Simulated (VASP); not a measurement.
Output of a VASP run:

OSZICAR:
```
       N       E                     dE             d eps       ncg     rms          rms(c)
DAV:   1     0.449390134599E+02    0.44939E+02   -0.67480E+03 13906   0.166E+03
DAV:   2    -0.226351575075E+02   -0.67574E+02   -0.66182E+02 14066   0.307E+02
DAV:   3    -0.265539774458E+02   -0.39188E+01   -0.38988E+01 15686   0.727E+01
DAV:   4    -0.266377371122E+02   -0.83760E-01   -0.83724E-01 15610   0.114E+01
DAV:   5    -0.266412867009E+02   -0.35496E-02   -0.35495E-02 17123   0.216E+00    0.229E+00
DAV:   6    -0.244026918197E+02    0.22386E+01   -0.66123E-01 15768   0.178E+01    0.105E+00
DAV:   7    -0.244845410577E+02   -0.81849E-01   -0.10346E-01 13881   0.516E+00    0.728E-01
DAV:   8    -0.244968336769E+02   -0.12293E-01   -0.75455E-02 13770   0.246E+00    0.115E-01
DAV:   9    -0.245157091436E+02   -0.18875E-01   -0.11153E-02 14259   0.100E+00    0.417E-02
DAV:  10    -0.245156796046E+02    0.29539E-04   -0.28135E-04 15621   0.162E-01    0.346E-02
DAV:  11    -0.245160721852E+02   -0.39258E-03   -0.63134E-04 15066   0.425E-01    0.202E-02
DAV:  12    -0.245160590371E+02    0.13148E-04   -0.64563E-05 14175   0.957E-02    0.141E-02
DAV:  13    -0.245161084323E+02   -0.49395E-04   -0.22158E-05 15378   0.751E-02    0.597E-03
DAV:  14    -0.245161262415E+02   -0.17809E-04   -0.20557E-05 15283   0.760E-02    0.172E-03
DAV:  15    -0.245161237372E+02    0.25043E-05   -0.88718E-07 14811   0.131E-02    0.133E-03
DAV:  16    -0.245161227357E+02    0.10016E-05   -0.98156E-07 14283   0.126E-02    0.625E-04
DAV:  17    -0.245161228635E+02   -0.12786E-06   -0.87696E-08 10665   0.434E-03    0.187E-04
DAV:  18    -0.245161226776E+02    0.18590E-06   -0.18475E-08  7530   0.158E-03    0.113E-04
DAV:  19    -0.245161226953E+02   -0.17625E-07   -0.38169E-09  7161   0.106E-03
   1 F= -.24516123E+02 E0= -.24516123E+02  d E =0.000000E+00
       N       E                     dE             ncg
```

**OUTCAR**
```
------------------------ aborting loop because EDIFF is reached ----------------------------------------
  FORCE on cell =-STRESS in cart. coord.  units (eV):
  Direction    XX          YY          ZZ          XY          YZ          ZX
  --------------------------------------------------------------------------------------
  Total        0.0195095     -0.0176720     -0.0050319      0.0000000      0.0000000      0.0000000
  in kB        1.1468478     -1.0388316     -0.2957988      0.0000000      0.0000000      0.0000000
  external PRESSURE =      -0.0625942 kB  Pullay stress =       0.0000000 kB
  volume of cell :       27.26
      direct lattice vectors                 reciprocal lattice vectors
    -1.659387685  2.020206402  2.032574722     0.000000000  0.247499463  0.245993416
     1.659387685 -2.020206402  2.032574722     0.301315964  0.000000000  0.245993416
     1.659387685  2.020206402 -2.032574722     0.301315964  0.247499463  0.000000000
 POSITION                                       TOTAL-FORCE (eV/Angst)
 -----------------------------------------------------------------------------------
      0.00000      0.00000      0.00000         0.000000      0.000000      0.000000
 -----------------------------------------------------------------------------------
    total drift:                               -0.000000      0.000000      0.000000
  FREE ENERGIE OF THE ION-ELECTRON SYSTEM (eV)
  ---------------------------------------------------
  free  energy   TOTEN  =       -24.5161226953 eV

  energy  without entropy=      -24.5161226953  energy(sigma->0) =      -24.51612270

 total charge

# of ion       s       p       d       tot
------------------------------------------
    1        1.257   0.941   9.970  12.169
```
(Selected blocks of OUTCAR.)

File POSCAR:
```
Sn
1
   -1.6593876853     2.0202064016     2.0325747216
    1.6593876853    -2.0202064016     2.0325747216
    1.6593876853     2.0202064016    -2.0325747216
Sn
1
Direct
  0.0000000000   0.0000000000   0.0000000000
```

Q: Reconstruct the remaining input files.

A: One answer among several that fit: the input of the run itself, r2SCAN meta-GGA, plane waves, VASP's PBE PAW potentials (set 64).

**INCAR**
```
SYSTEM  =  Sn
PREC  =  Accurate; ENCUT  =  400; LREAL  =  F
LASPH  =  T
EDIFF  =  1E-7; NELM  =  100; ALGO  =  Normal
LMAXMIX  =  4; LMIXTAU  =  T
ISMEAR  =  -5
METAGGA  =  R2SCAN
ISIF  =  2
LWAVE  =  F; LCHARG  =  F; LORBIT  =  11
NEDOS  =  601
```

### KPOINTS_OPT
```
k-points along high-symmetry lines
5
Line-mode
Reciprocal
  0.000000   0.000000   0.000000 ! GAMMA
  0.500000   0.500000  -0.500000 ! X

  0.500000   0.500000  -0.500000 ! X
  0.410936   0.589064  -0.410936 ! F_2

 -0.410936   0.410936   0.410936 ! SIGMA_0
  0.000000   0.000000   0.000000 ! GAMMA

  0.000000   0.000000   0.000000 ! GAMMA
  0.464978  -0.464978   0.464978 ! Y_0

  0.535022   0.464978  -0.464978 ! U_0
  0.500000   0.500000  -0.500000 ! X

  0.000000   0.000000   0.000000 ! GAMMA
  0.000000   0.500000   0.000000 ! R

  0.000000   0.500000   0.000000 ! R
  0.250000   0.250000   0.250000 ! W

  0.250000   0.250000   0.250000 ! W
  0.500000   0.000000   0.000000 ! S

  0.500000   0.000000   0.000000 ! S
  0.000000   0.000000   0.000000 ! GAMMA

  0.000000   0.000000   0.000000 ! GAMMA
  0.000000   0.000000   0.500000 ! T

  0.000000   0.000000   0.500000 ! T
  0.250000   0.250000   0.250000 ! W
```

**KPOINTS**
```
Automatic mesh
0
Gamma
16 16 16
0 0 0
```

POTCAR, in this order: Sn_d (PBE.64 set). Program: vasp_std.

For a metal the tetrahedron method with Blöchl corrections gives inexact stress and forces.

The structure comes from a computed database's Sn entry (Immm); how it stands against other phases isn't given here. It was relaxed first.
